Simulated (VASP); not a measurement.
Method: PBEsol GGA, VASP's PBE PAW potentials (set 64) (plane waves; VASP).

VASP input:

### POSCAR
```
Ta2Si
7.0372210
  1.0000000598  -0.0000000028   0.0000000000
 -0.5000001060   0.8660254823   0.0000000000
  0.0000000000   0.0000000000   0.4769215006
Ta Si
6 3
Cartesian
  0.2628634318  -0.0000000007   0.0000000000
 -0.1314317359   0.2276464167   0.4769215006
  0.3685682579   0.6383790636   0.0000000000
  0.5994272637  -0.0000000017   0.2384607503
 -0.2997136775   0.5191192541   0.2384607503
  0.2002863676   0.3469062271   0.2384607503
 -0.5000001060   0.8660254823   0.2384607503
 -0.0000005507   0.5773506093   0.4769215006
  0.5000005045   0.2886748702   0.0000000000
```

File KPOINTS:
```
Regular mesh
0
gamma
 6 6 10
0 0 0
```

### INCAR
```
NEDOS = 601
LREAL = .False.   ! projection in real space or not
ISIF = 2   ! forces and stress, cell fixed
ALGO = Normal
PREC = Accurate
LMAXMIX = 6   ! l cut-off of mixed one-centre charges
LASPH = .True.   ! aspherical one-centre terms
LWAVE = .False.
LORBIT = 11
GGA = PS
NELM = 100   ! most electronic steps
EDIFF = 1E-7   ! SCF stop (eV)
ENCUT = 400
LEFG = .True.
LCHARG = .True.
SYSTEM = Ta2Si
ISMEAR = -5
```

POTCAR, in this order: Ta_pv Si (PBE.64 set). Program: vasp_std.

For a metal the tetrahedron method with Blöchl corrections gives inexact stress and forces. Unless said otherwise, spin-orbit coupling is left out, though it shifts the bands of the heavy elements here.

### Question
Estimate the energy per atom (σ→0), largest force, band gap (on the k-mesh).

### Answer

* **energy per atom (σ→0)**: -1038.0 kJ/mol of atoms
* **band gap (on the k-mesh)**: none (metal, semimetal or under 0.01 eV)
* **largest force**: 0.076 eV/Å

OSZICAR:
```
...
DAV:  11    -0.968271463266E+02    0.75185E-04   -0.77873E-04  5204   0.165E-01    0.840E-02
DAV:  12    -0.968271241582E+02    0.22168E-04   -0.13424E-04  5002   0.689E-02    0.192E-02
DAV:  13    -0.968271274306E+02   -0.32724E-05   -0.11863E-05  5066   0.234E-02    0.643E-03
DAV:  14    -0.968271265709E+02    0.85972E-06   -0.73963E-07  4444   0.560E-03    0.157E-03
DAV:  15    -0.968271260779E+02    0.49299E-06   -0.22956E-07  3330   0.255E-03    0.541E-04
DAV:  16    -0.968271261934E+02   -0.11551E-06   -0.34228E-08  2664   0.125E-03    0.210E-04
DAV:  17    -0.968271261974E+02   -0.39472E-08   -0.45315E-09  2688   0.354E-04
   1 F= -.96827126E+02 E0= -.96827126E+02  d E =0.000000E+00
```

The structure was generated: Ta2Si was put into the Fe2P type (P-62m), which need not be its known phase. It was relaxed first, which changed the volume by -9 %.
